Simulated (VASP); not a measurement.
Level of theory: r2SCAN meta-GGA, VASP's PBE PAW potentials (set 64) (plane waves; VASP 6.6.1).

The input files of a VASP run:

INCAR:
```
# general
SYSTEM  = SnO2
PREC    = Accurate
ENCUT   = 520
LREAL   = F
LASPH   = T

# electronic loop
EDIFF   = 1E-6
NELM    = 100
ALGO    = Normal   # blocked Davidson
LMAXMIX = 4   # l cut-off of mixed one-centre charges
LMIXTAU = T

# smearing
ISMEAR  = 0
SIGMA   = 0.05   # width (eV)

# functional
METAGGA = R2SCAN

# ions
IBRION  = 2   # conjugate gradients
NSW     = 60
ISIF    = 3   # ions, shape and volume
EDIFFG  = -0.02   # ionic stop

# output
LWAVE   = F
LCHARG  = F
```

### KPOINTS
```
Automatic
0
Gamma
 4 4 6
0 0 0
```

### POSCAR
```
SnO2
1
    4.7701778429     0.0000000000     0.0000000000
    0.0000000000     4.7701778429     0.0000000000
    0.0000000000     0.0000000000     3.2197953572
Sn O
2 4
Direct
  0.0000000000   0.0000000000   0.0000000000
  0.5000000000   0.5000000000   0.5000000000
  0.3063833544   0.3063833544   0.0000000000
  0.8063833544   0.1936166456   0.5000000000
  0.1936166456   0.8063833544   0.5000000000
  0.6936166456   0.6936166456   0.0000000000
```

POTCAR, in this order: Sn_d O (PBE.64 set). Program: vasp_std.

Unless said otherwise, spin-orbit coupling is left out, though it shifts the bands of the heavy elements here.

**Question.** Predict the energy per atom (σ→0), volume per atom, band gap (on the k-mesh).

**Answer.** 
* **energy per atom (σ→0)**: -14.105 eV/atom
* **band gap (on the k-mesh)**: 1.73 eV
* **volume per atom**: 12.14 Å³/atom

### OSZICAR
```
...
DAV:   1    -0.846312458257E+02   -0.21589E-03   -0.13259E-01  1680   0.243E+00    0.118E-01
DAV:   2    -0.846313506612E+02   -0.10484E-03   -0.36300E-03  1828   0.446E-01    0.598E-02
DAV:   3    -0.846313078155E+02    0.42846E-04   -0.11265E-04  1694   0.126E-01    0.304E-02
DAV:   4    -0.846312344607E+02    0.73355E-04   -0.11952E-04  1725   0.121E-01    0.656E-03
DAV:   5    -0.846312859956E+02   -0.51535E-04   -0.10056E-04  1543   0.102E-01    0.402E-03
DAV:   6    -0.846313243766E+02   -0.38381E-04   -0.17639E-05  1530   0.369E-02    0.232E-03
DAV:   7    -0.846313237208E+02    0.65581E-06   -0.98312E-07  1129   0.106E-02
   5 F= -.84631324E+02 E0= -.84631324E+02  d E =-.293581E-03
```

The compound is SnO2 in the rutile structure. This run relaxes it. Symmetry was kept, so distortions that lower it aren't found. The start is the result of an earlier pass.
